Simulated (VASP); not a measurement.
Consider the following.

```
BiTlSe2
1.0
    2.11970     1.22381     7.38123
   -2.11970     1.22381     7.38123
    0.00000    -2.44762     7.38123
Tl Bi Se
1 1 2
Cartesian
  0.00000   0.00000  11.07185
  0.00000   0.00000   0.00000
  0.00000   0.00000  16.41103
  0.00000   0.00000   5.73267
```

These are PBEsol GGA, VASP's PBE PAW potentials (set 64) (plane waves; VASP 6.6.1) values and carry that method's errors. Settings: 400 eV cut-off, 7×7×7 Γ-centred mesh, tetrahedra with Blöchl corrections, potentials Tl_d Bi_d Se.

Unless said otherwise, spin-orbit coupling is left out, though it shifts the bands of the heavy elements here.

Task: Estimate the energy per atom (σ→0), band gap (on the k-mesh) with the smallest direct gap where there is one.

Result: 
```yaml
band gap (on the k-mesh): 0.09 eV
smallest direct gap (on the k-mesh): 0.09 eV
energy per atom (σ→0): -4.083 eV/atom
```

The absolute energy has meaning only against runs of the same code, potentials and settings.

The structure comes from a computed database's TlBiSe2 entry (R-3m); how it stands against other phases isn't given here. It was relaxed first.
